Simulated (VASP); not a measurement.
Calculation: LDA (Ceperley-Alder, Perdew-Zunger), VASP's LDA PAW potentials (set 64) (plane waves; VASP).

VASP ran on this input.

KPOINTS:
```
kpoints
0
Gamma
19 19 11
0 0 0
```

POSCAR:
```
Co
1.0
  1.2131157354  -2.1011783019   0.0000000000
  1.2131157354   2.1011783019   0.0000000000
  0.0000000000   0.0000000000   3.9103044046
Co
2
Cartesian
  1.2131157354   0.7003941681   0.9775761012
  1.2131157354  -0.7003941681   2.9327283035
```

### INCAR
```
# general
SYSTEM  = Co
PREC    = Accurate
ENCUT   = 520   # plane-wave cut-off (eV)
LREAL   = F
LASPH   = T

# electronic loop
EDIFF   = 1E-7
NELM    = 100   # most electronic steps
ALGO    = Normal
LMAXMIX = 4

# smearing
ISMEAR  = -5   # tetrahedra, Bloechl

# spin
ISPIN   = 2   # spin-polarised
MAGMOM  = 2*1.5

# ions
ISIF    = 2   # forces and stress, cell fixed

# output
LWAVE   = F
LCHARG  = T
LORBIT  = 11   # lm-projected
NEDOS   = 601
```

POTCAR, in this order: Co (LDA.64 set). Program: vasp_std.

The resulting files:

**OSZICAR**
```
       N       E                     dE             d eps       ncg     rms          rms(c)
DAV:   1     0.789282791158E+02    0.78928E+02   -0.83820E+03 14824   0.164E+03
DAV:   2    -0.163861680193E+02   -0.95314E+02   -0.88072E+02 14435   0.260E+02
DAV:   3    -0.186269984499E+02   -0.22408E+01   -0.21844E+01 17340   0.566E+01
DAV:   4    -0.186628453043E+02   -0.35847E-01   -0.35830E-01 20963   0.549E+00
DAV:   5    -0.186631830062E+02   -0.33770E-03   -0.33755E-03 17816   0.506E-01    0.164E+01
DAV:   6    -0.166346904802E+02    0.20285E+01   -0.13073E+01 15814   0.772E+01    0.752E+00
DAV:   7    -0.162863672847E+02    0.34832E+00   -0.17551E+00 16507   0.269E+01    0.396E+00
DAV:   8    -0.162674908820E+02    0.18876E-01   -0.16208E-02 21348   0.150E+00    0.209E+00
DAV:   9    -0.162514775587E+02    0.16013E-01   -0.27228E-03 22960   0.852E-01    0.724E-01
DAV:  10    -0.162520889124E+02   -0.61135E-03   -0.52156E-04 19643   0.372E-01    0.341E-01
DAV:  11    -0.162519170165E+02    0.17190E-03   -0.17686E-04 20961   0.219E-01    0.446E-02
DAV:  12    -0.162518945719E+02    0.22445E-04   -0.15209E-05 18259   0.436E-02    0.194E-02
DAV:  13    -0.162518888708E+02    0.57010E-05   -0.16665E-06 21128   0.180E-02    0.152E-02
DAV:  14    -0.162518982417E+02   -0.93709E-05   -0.65944E-07 13840   0.142E-02    0.112E-03
DAV:  15    -0.162518991731E+02   -0.93134E-06   -0.34647E-08  8390   0.239E-03    0.183E-03
DAV:  16    -0.162518981908E+02    0.98230E-06   -0.13624E-08  8138   0.225E-03    0.421E-04
DAV:  17    -0.162518982897E+02   -0.98975E-07   -0.18791E-09  7949   0.537E-04
   1 F= -.16251898E+02 E0= -.16251898E+02  d E =0.000000E+00  mag=     2.9551
```

File OUTCAR:
```
------------------------ aborting loop because EDIFF is reached ----------------------------------------
  FORCE on cell =-STRESS in cart. coord.  units (eV):
  Direction    XX          YY          ZZ          XY          YZ          ZX
  --------------------------------------------------------------------------------------
  Total       -0.0064766     -0.0064766     -0.0447198      0.0000000      0.0000000      0.0000000
  in kB       -0.5205400     -0.5205401     -3.5942166      0.0000000      0.0000000      0.0000000
  external PRESSURE =      -1.5450989 kB  Pullay stress =       0.0000000 kB
  volume of cell :       19.93
      direct lattice vectors                 reciprocal lattice vectors
     1.213115735 -2.101178302  0.000000000     0.412161829 -0.237961719  0.000000000
     1.213115735  2.101178302  0.000000000     0.412161829  0.237961719  0.000000000
     0.000000000  0.000000000  3.910304405     0.000000000  0.000000000  0.255734566
 POSITION                                       TOTAL-FORCE (eV/Angst)
 -----------------------------------------------------------------------------------
      1.21312      0.70039      0.97758        -0.000000      0.000000      0.000000
      1.21312     -0.70039      2.93273         0.000000     -0.000000      0.000000
 -----------------------------------------------------------------------------------
    total drift:                                0.000022     -0.000006     -0.000030
  FREE ENERGIE OF THE ION-ELECTRON SYSTEM (eV)
  ---------------------------------------------------
  free  energy   TOTEN  =       -16.2518982897 eV

  energy  without entropy=      -16.2518982897  energy(sigma->0) =      -16.25189829

 total charge

# of ion       s       p       d       tot
------------------------------------------
    1        0.525   0.593   7.342   8.460
    2        0.525   0.593   7.342   8.460
--------------------------------------------------
tot          1.049   1.187  14.684  16.920

 magnetization (x)

# of ion       s       p       d       tot
------------------------------------------
    1       -0.014  -0.041   1.525   1.471
    2       -0.014  -0.041   1.525   1.471
--------------------------------------------------
tot         -0.028  -0.082   3.051   2.942
```
(Selected blocks of OUTCAR.)

For a metal the tetrahedron method with Blöchl corrections gives inexact stress and forces.

The compound is Co in the hcp structure. It was relaxed first, which changed the volume by -10 %.
